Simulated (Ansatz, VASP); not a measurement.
# HfGe2N4 (HfGe2N4 monolayer) in two plane-wave programs

One calculation is typed for both programs; each brings its own data sets. How far apart do they land? The structure shown is the start of the Ansatz relaxation below; VASP solves that cell, so the two are compared at the walk's first step.

Method: plane waves, with VASP 6.6.1 beside it; single point at PBE with D3(BJ), in Ansatz 0.2.0.

### 1. The starting structure

The cell holds 7 atoms: 4 N, 2 Ge and 1 Hf. Cell: a = 3.020 Å, b = 3.020 Å, c = 46.447 Å, α = 90.0°, β = 90.0°, γ = 120.0°. Vacuum lies along c.

Coordinates:

```cif
data_structure
_symmetry_space_group_name_H-M 'P 1'
_symmetry_Int_Tables_number 1
_cell_length_a 3.0200
_cell_length_b 3.0200
_cell_length_c 46.4470
_cell_angle_alpha 90.000
_cell_angle_beta 90.000
_cell_angle_gamma 120.000
_cell_volume 366.86
loop_
_atom_site_label
_atom_site_type_symbol
_atom_site_fract_x
_atom_site_fract_y
_atom_site_fract_z
_atom_site_occupancy
N1 N 0.00000 0.00000 0.41660 1
N2 N 0.33333 0.66667 0.46887 1
N3 N 0.33333 0.66667 0.53113 1
N4 N 0.00000 0.00000 0.58340 1
Ge5 Ge 0.33333 0.66667 0.42926 1
Ge6 Ge 0.33333 0.66667 0.57074 1
Hf7 Hf 0.00000 0.00000 0.50000 1
```

### 2. Ansatz: relaxation, PBE with D3(BJ)

Ansatz runs on its default PAW (the set named soft_2) files.

The two programs are compared at the cell with which this relaxation starts, whose forces are those of its first step.

input.yaml reads:

```yaml
crystal:
  lattice:
    - [3.02, 0.0, 0.0]
    - [-1.51, 2.6153967194, 0.0]
    - [0.0, 0.0, 46.4469581177]
  atoms:
    - { symbol: "N", position: [0.0, 0.0, 0.4166042467] }
    - { symbol: Ge, position: [0.3333333333, 0.6666666667, 0.4292587703] }
    - { symbol: "N", position: [0.3333333333, 0.6666666667, 0.4688738511] }
    - { symbol: Hf, position: [0.0, 0.0, 0.5] }
    - { symbol: "N", position: [0.3333333333, 0.6666666667, 0.5311261489] }
    - { symbol: Ge, position: [0.3333333333, 0.6666666667, 0.5707412297] }
    - { symbol: "N", position: [0.0, 0.0, 0.5833957533] }
  periodic: [true, true, false]
kpoints:
  mp_grid: { grid: [12, 12, 1] }
hamiltonian:
  xc: pbe
  dispersion: d3bj
scf:
  occupations: { method: fermi_dirac, width: 0.05 }
  convergence: { dr2_threshold: 1.0e-09 }
relax:
  f_tol: 0.004
  max_steps: 90
  cell: {}
output:
  write_potential: true
  write_density: true
  volumetric_format: npy
```

Started as:

```
> ansatz run input.yaml --threads 2 --pin off --max-ram 3072MiB --backend cpu --events-out ev --progress --plain --runs-dir out
```

Numbers of over 12 decimals in the logs are rounded to 6 here.

Log:

```text
Warning: relax.cell: scf.convergence.dr2_threshold = 1e-9 eV is looser than the 2.22254309702e-10 eV advised for a relaxation that steers and ends on the stress (1e-10 eV for each atom of the cell: 7, times the square of relax.cell.stress_2d_tol = 0.05 N/m over 17.7 Å (the atoms' height at the walk's start and 5 Å past either face), 2.817e-2 GPa, over a crystal's default 0.05). What an SCF threshold leaves in a stress goes as its square root, and in the free energy as the threshold itself, and one threshold admits the most on a small cell: [figures from the program's tests cut] Set scf.convergence.dr2_threshold to 2.22254309702e-10 eV or tighter. [rest of the remark cut]
Engine: ansatz 0.2.0, aarch64-unknown-linux-gnu
Pseudopotentials: kind: paw
Pseudopotential: N, paw, valence charge 5, recommended cutoff 420 eV (normal), N.paw.azcp
Pseudopotential: Ge, paw, valence charge 14, recommended cutoff 420 eV (normal), Ge.paw.azcp
Pseudopotential: Hf, paw, valence charge 26, recommended cutoff 420 eV (normal), Hf.paw.azcp
Functional definition: PBE
  parameter kappa = 0.804
  parameter beta = 0.066725
  exchange = pbe_x(kappa = kappa, mu = beta*pi^2/3)
  correlation = pbe_c(beta = beta)
Crystal: 7 atoms, lattice volume = 366.861 Å³
Basis set: ecut = 420 eV, 7031 PW (Γ), exchange–correlation on 48×48×640 points (8 copies of the dense FFT grid, shifted against one another)
Bands: 45, of which v1, the nominal top of the filled ones, is band 37 counted from 1 (36 counted from 0)
Symmetry: 12 space group operations
Space group: P-6m2 (ITA 187), of the structure as read, at distance tolerance 7.2e-5 Å
k-points: 19 of 144 (time reversal used)
Non-local potential: N, projectors of the file, l = 0: 2, l = 1: 2, l = 2: 1
Non-local potential: Ge, projectors of the file, l = 0: 2, l = 1: 2, l = 2: 3, l = 3: 1
Non-local potential: Hf, projectors of the file, l = 0: 3, l = 1: 2, l = 2: 2, l = 3: 3
PAW form: soft (Blöchl's): semilocal exchange-correlation on the pseudo side does not see the compensation charge
PAW one-centre angular grid: N, 110 points (default); XC on 64 Gauss nodes
PAW one-centre angular grid: Ge, 590 points (default); XC on 64 Gauss nodes
PAW one-centre angular grid: Hf, 590 points (default); XC on 64 Gauss nodes
Initial density: superposition of atomic densities (neutral atoms: chi_scale 0, normalization atom), corrected by the library's trained network
Initial wavefunctions: pseudopotential atomic-orbital guess
Functional: x = pbe(κ = 0.804, μ = 0.219515), c = pbe(β = 0.066725)
SCF iter   1: F=—  HF=-25850.473994 eV  |F-HF|=—  |Δ(HF+E_count)|=         —  Δρ=4.07e-3  dr2=7.01e-2  ethr=1.77e-3  ⟨swp⟩=11.9  Hψ=5423  notcnv=0  defer=25
preconditioner: auto → Resta (q_TF=auto, 2.089 Å⁻¹)  ε∞=1.7  [insulator: Δε(μ)=0.842 eV  Ē_g=19.575 eV  σ=0.050 eV  W_gap=1.00  n_scr=30 (ndim 8)  ℏωp=16.5 eV  f_vac=0.765  D(μ)=0.00/eV (n_scr^D=0)  ε∞_Penn≈1.7  vacuum switching on, ρ_ref=2.8e-2 e/Å³]
SCF iter   2: F=—  HF=-25850.471584 eV  |F-HF|=—  |Δ(HF+E_count)|=   2.41e-3  Δρ=2.94e-3  dr2=3.61e-2  ethr=9.48e-5  ⟨swp⟩=4.2  Hψ=2369  notcnv=0  defer=46
SCF iter   3: F=—  HF=-25850.466179 eV  |F-HF|=—  |Δ(HF+E_count)|=   5.40e-3  Δρ=1.08e-3  dr2=3.82e-3  ethr=4.87e-5  ⟨swp⟩=3.0  Hψ=1566  notcnv=0  defer=46
SCF iter   4: F=—  HF=-25850.468105 eV  |F-HF|=—  |Δ(HF+E_count)|=   1.93e-3  Δρ=5.37e-4  dr2=4.02e-3  ethr=5.16e-6  ⟨swp⟩=3.4  Hψ=1991  notcnv=0  defer=46
SCF iter   5: F=—  HF=-25850.467596 eV  |F-HF|=—  |Δ(HF+E_count)|=   5.09e-4  Δρ=1.32e-4  dr2=3.01e-5  ethr=5.16e-6  ⟨swp⟩=3.0  Hψ=1260  notcnv=0  defer=46
SCF iter   6: F=—  HF=-25850.467662 eV  |F-HF|=—  |Δ(HF+E_count)|=   6.59e-5  Δρ=9.74e-5  dr2=1.63e-5  ethr=4.07e-8  ⟨swp⟩=4.2  Hψ=2344  notcnv=0  defer=46
SCF iter   7: F=—  HF=-25850.467665 eV  |F-HF|=—  |Δ(HF+E_count)|=   3.39e-6  Δρ=3.27e-5  dr2=2.51e-6  ethr=2.21e-8  ⟨swp⟩=2.8  Hψ=1729  notcnv=0  defer=46
SCF iter   8: F=—  HF=-25850.467735 eV  |F-HF|=—  |Δ(HF+E_count)|=   6.98e-5  Δρ=1.02e-5  dr2=2.81e-7  ethr=3.39e-9  ⟨swp⟩=3.7  Hψ=1906  notcnv=0  defer=46
SCF iter   9: F=—  HF=-25850.467735 eV  |F-HF|=—  |Δ(HF+E_count)|=   7.44e-8  Δρ=3.57e-6  dr2=3.05e-8  ethr=3.80e-10  ⟨swp⟩=3.0  Hψ=1823  notcnv=0  defer=46
SCF iter  10: F=—  HF=-25850.467735 eV  |F-HF|=—  |Δ(HF+E_count)|=   2.76e-8  Δρ=9.46e-7  dr2=2.52e-9  ethr=4.12e-11  ⟨swp⟩=3.5  Hψ=2113  notcnv=0  defer=46
[...]
SCF iter   4: F=—  HF=-25851.717837 eV  |F-HF|=—  |Δ(HF+E_count)|=   7.78e-5  Δρ=6.80e-7  dr2=4.89e-9  ethr=2.13e-10  ⟨swp⟩=3.4  Hψ=1759  notcnv=0
iter 5 met the thresholds in force, and the SCF goes on: an eigenvalue changes by 2.23 meV, over its tolerance of 1.27 meV (output.eigenvalues, Limitations)
SCF iter   5: F=-25851.717839 eV  HF=-25851.717839 eV  |F-HF|=2.86e-7  |Δ(HF+E_count)|=   1.51e-6  Δρ=2.69e-7  dr2=9.57e-10  ethr=1.35e-12  ⟨swp⟩=22.9  Hψ=8588  notcnv=0
iter 6 met the thresholds in force, and the SCF goes on: an eigenvalue changes by 1.79 meV, over its tolerance of 1.05 meV (output.eigenvalues, Limitations)
SCF iter   6: F=-25851.717839 eV  HF=-25851.717839 eV  |F-HF|=1.30e-7  |Δ(HF+E_count)|=   1.58e-7  Δρ=1.63e-7  dr2=2.51e-10  ethr=1.29e-12  ⟨swp⟩=10.7  Hψ=6225  notcnv=0
Mixer restart at iter 6: flushing history
SCF iter   7: F=-25851.717839 eV  HF=-25851.717839 eV  |F-HF|=3.78e-9  |Δ(HF+E_count)|=   1.30e-7  Δρ=5.66e-7  dr2=3.77e-9  ethr=1.00e-12  ⟨swp⟩=3.4  Hψ=1754  notcnv=0  κ⁻¹=1.0e0(r=1)
SCF iter   8: F=-25851.717839 eV  HF=-25851.717839 eV  |F-HF|=6.00e-10  |Δ(HF+E_count)|=  1.56e-10  Δρ=8.16e-8  dr2=6.57e-11  ethr=1.00e-12  ⟨swp⟩=11.5  Hψ=7083  notcnv=0
SCF 10 converged in 8 iterations: F = -25851.717839 eV  dr2 = 6.57e-11
relax step  10: F+E_penalty+E_count = -25851.71783913 eV  Δ(F+E_penalty+E_count) = -6.135e-4 eV  max|allowed force component| = 7.740e-5 eV/Å  Δτ_max = 0.0000 Å  P = +0.004 N/m  Ω = 394.644 Å³  fix = [c, alpha, beta]  reactions: c +0.000 N/m  stress off target by 4.23e-3 N/m on what of the cell is left free  SCF on the basis re-selected at this cell (its energy is not comparable with the rows above)  (8 SCF iters)
basis re-selected at this cell: Δ(F+E_penalty+E_count) = -6.135e-4 eV, ΔP = +0.004 N/m vs the last step (what re-selecting the basis moved, of the pressure what is left beyond the Pulay correction that the steps carried, after the strain that the cell walked since its last selection, with what the two solves' SCF thresholds leave and, on support functions, any second-order correction that the steps lacked; it is no m [...]
WARN: The output density's exchange-correlation potential varies sharply where the density is thin. Do not read a vacuum level from v_tot or v_xc, or from such a field of the output density. On a cell that repeats whose density bears no net charge and no dipole along the vacuum's axis use v_es (v_loc + v_h of the components); under efield.dipole_correction with no amplitude use v_es + v_field, which holds any externa [...]
SCF converged after 8 iterations
an eigenvalue changed by more than its tolerance at an iteration that met the thresholds in force, so the SCF went on 2 times, its first undamped step at iteration 6: the last check found none over its tolerance
Free energy (F): -25851.717839 eV
Harris-Foulkes:  -25851.717839 eV  (|F-HF|=6.00e-10)
Internal energy: -25851.717839 eV  (E = F + TS)
E sigma→0 (E₀):  -25851.717839 eV
Fermi energy:    -5.921032 eV
--- Per-component energies (eV) ---
  E_band       = -1618.197581
  E_kinetic    = 1170.140260
  E_local      = -526095.665338  (includes V_loc(G=0)·N_el)
  E_nonlocal   = -214.243049
  E_hartree    = 261758.663396
  E_xc         = -691.192449
  E_vxc        = -700.897198  (∫ρ·V_xc dr)
  E_paw        = -11485.604188  (= ΣΔE_a)
  E_vpaw       = 705.142704  (= ΣTr[D̂ρ^β])
  E_aug_tail   = 0.000891  (compensation charges beyond the density's cutoff)
  E_ewald      = 249707.701136
  E_disp       = -1.518498  (pairwise vdW)
  E_smearing   = -0.000000  (= −TS)
  E_closure    = -0.000000  (closes the sum)
  Σ components = -25851.717839   (vs F -25851.717839, Δ=0.00e0)
--- Forces (eV/Å), atoms counted from 1 ---
  atom   1  N     -0.00000000     0.00000000    -0.00005864
  atom   2  Ge     0.00000000    -0.00000000     0.00004230
  atom   3  N      0.00000000     0.00000000     0.00007740
  atom   4  Hf     0.00000000     0.00000000     0.00000000
  atom   5  N      0.00000000     0.00000000    -0.00007740
  atom   6  Ge     0.00000000    -0.00000000    -0.00004230
  atom   7  N     -0.00000000     0.00000000     0.00005864
  max |Σ_I F_I| component: 1.11e-15 eV/Å
--- 2D stress c σ (N/m, compression-positive) ---
        0.004234       0.000000       0.000000
        0.000000       0.004234       0.000000
        0.000000       0.000000       0.000000
  P = ½ c Tr σ = 0.0042 N/m
--- Band table (eV; the first three rows and the last of 19) ---
  k-point 0: bands = [... 33 lower, -8.3678, -7.3534, -7.3534, -7.0794, -5.1443, -4.0864, -2.4247, -1.5075, ... 4 higher]
  k-point 1: bands = [... 33 lower, -8.3969, -7.5170, -7.4581, -6.8986, -4.6450, -3.7225, -2.8240, -1.1120, ... 4 higher]
  k-point 2: bands = [... 33 lower, -8.2319, -7.7720, -7.7294, -6.9019, -4.0951, -3.2722, -3.0537, -0.7111, ... 4 higher]
  k-point 18: bands = [... 33 lower, -8.9766, -8.8271, -7.4767, -6.7875, -4.2254, -1.7682, -0.6969, -0.6834, ... 4 higher]
  the weakly bound empty levels are not read free of the cell's end (no_gap_told)
--- Relaxed structure (8 steps of the walk, 8 accepted, 2 SCFs on fresh bases) ---
  F+E_penalty+E_count = -25851.71783913 eV   max|allowed force component| = 7.740e-5 eV/Å   (the final SCF, on the basis selected at the relaxed cell)
  cell:  # Å, volume = 394.6437 Å³
    - [3.132266, 0, 0.0]
    - [-1.566133, 2.712622, 0.0]
    - [0.0, 0.0, 46.4469581177]
  atoms:
    - { symbol: N, position: [1.057355261855499e-17, -5.1357255561990634e-17, 0.421052] }
    - { symbol: Ge, position: [0.333333, 0.666667, 0.433504] }
    - { symbol: N, position: [0.333333, 0.666667, 0.473754] }
    - { symbol: Hf, position: [1.057355261855499e-17, -5.1357255561990634e-17, 0.5] }
    - { symbol: N, position: [0.333333, 0.666667, 0.526246] }
    - { symbol: Ge, position: [0.333333, 0.666667, 0.566496] }
    - { symbol: N, position: [1.057355261855499e-17, -5.1357255561990634e-17, 0.578948] }
```

[end of part 1 of 2]

[Lines on the potential files, build, host, timing and source positions are cut from VASP's logs without a mark.]

[Logs are printed without paths, hosts, clocks, repeated set-up lines and the standing remarks that a program may print on its own settings, such as how far it seeks lower states.]

[Hosts, paths, dates, database ids (printed as entryN), source tags and the programs' standing remarks are cut or masked in the printed files.]
